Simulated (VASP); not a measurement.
Output of a VASP run:

OSZICAR:
```
       N       E                     dE             d eps       ncg     rms          rms(c)
DAV:   1     0.795898323573E+02    0.79590E+02   -0.54957E+03   576   0.961E+02
DAV:   2    -0.142491928749E+01   -0.81015E+02   -0.74812E+02   860   0.150E+02
DAV:   3    -0.777095237017E+01   -0.63460E+01   -0.63211E+01   736   0.496E+01
DAV:   4    -0.790593989548E+01   -0.13499E+00   -0.13495E+00   804   0.889E+00
DAV:   5    -0.790757643821E+01   -0.16365E-02   -0.16365E-02   732   0.982E-01    0.377E+00
DAV:   6    -0.776644325600E+01    0.14113E+00   -0.16714E-01   640   0.222E+00    0.263E+00
DAV:   7    -0.773927449420E+01    0.27169E-01   -0.15264E-01   668   0.217E+00    0.756E-01
DAV:   8    -0.773740851704E+01    0.18660E-02   -0.10885E-02   636   0.630E-01    0.237E-01
DAV:   9    -0.773755257442E+01   -0.14406E-03   -0.10482E-03   732   0.237E-01    0.938E-02
DAV:  10    -0.773754071090E+01    0.11864E-04   -0.30634E-05   676   0.471E-02    0.465E-02
DAV:  11    -0.773754463739E+01   -0.39265E-05   -0.15764E-05   684   0.305E-02    0.277E-02
DAV:  12    -0.773754546815E+01   -0.83076E-06   -0.10670E-06   736   0.709E-03    0.123E-02
DAV:  13    -0.773754547899E+01   -0.10837E-07   -0.36885E-08   512   0.150E-03
   1 F= -.77375455E+01 E0= -.77375455E+01  d E =-.181948E-11
```

**OUTCAR**
```
------------------------ aborting loop because EDIFF is reached ----------------------------------------
  FORCE on cell =-STRESS in cart. coord.  units (eV):
  Direction    XX          YY          ZZ          XY          YZ          ZX
  --------------------------------------------------------------------------------------
  Total       -0.0182524     -0.0182524      0.0560660      0.0000000      0.0000000      0.0000000
  in kB       -0.2523126     -0.2523126      0.7750323      0.0000000      0.0000000      0.0000000
  external PRESSURE =       0.0901357 kB  Pullay stress =       0.0000000 kB
  volume of cell :      115.90
      direct lattice vectors                 reciprocal lattice vectors
     2.104139781 -3.644476565  0.000000000     0.237626799 -0.137193913  0.000000000
     2.104139781  3.644476565  0.000000000     0.237626799  0.137193913  0.000000000
     0.000000000  0.000000000  7.557025784     0.000000000  0.000000000  0.132327192
 POSITION                                       TOTAL-FORCE (eV/Angst)
 -----------------------------------------------------------------------------------
      0.00000      0.00000      0.00000        -0.000000     -0.000000     -0.000000
      2.10414      1.21483      1.66980        -0.000000      0.000000     -0.004884
      2.10414     -1.21483      5.88722         0.000000     -0.000000      0.004884
 -----------------------------------------------------------------------------------
    total drift:                                0.000000      0.000000      0.000000
  FREE ENERGIE OF THE ION-ELECTRON SYSTEM (eV)
  ---------------------------------------------------
  free  energy   TOTEN  =        -7.7375454790 eV

  energy  without entropy=       -7.7375454790  energy(sigma->0) =       -7.73754548
```
(Selected blocks of OUTCAR.)

**POSCAR**
```
MgI2
1
    2.1041397813    -3.6444765646    -0.0000000000
    2.1041397813     3.6444765646     0.0000000000
    0.0000000000     0.0000000000     7.5570257843
Mg I
1 2
Direct
  0.0000000000   0.0000000000   0.0000000000
  0.3333330000   0.6666670000   0.2209605338
  0.6666670000   0.3333330000   0.7790394662
```

**Question.** Reconstruct the remaining input files.

**Answer.** Several could match; the one computed here: the input of the run itself, PBE GGA, plane waves, VASP's PBE PAW potentials (set 64).

**INCAR**
```
! general
SYSTEM  = MgI2
PREC    = Accurate
ENCUT   = 480   ! plane-wave cut-off (eV)
LREAL   = .False.
LASPH   = .True.

! electronic loop
EDIFF   = 1E-7   ! SCF stop (eV)
NELM    = 100   ! most electronic steps
ALGO    = Normal   ! blocked Davidson
LMAXMIX = 4   ! l cut-off of mixed one-centre charges

! smearing
ISMEAR  = 0
SIGMA   = 0.05

! functional
GGA     = PE   ! PBE

! ions
ISIF    = 2   ! forces and stress, cell fixed

! output
LWAVE   = .False.
LCHARG  = .False.
```

File KPOINTS:
```
Automatic mesh
0
Gamma
6 6 4
0 0 0
```

POTCAR, in this order: Mg I (PBE.64 set). Program: vasp_std.

Without a dispersion term in the relaxation, distances and binding between the weakly bound layers, chains or molecules are unreliable, and so is what depends on them.

The compound is MgI2 in the 1T layered structure. It was relaxed first, which changed the volume by +13 %.
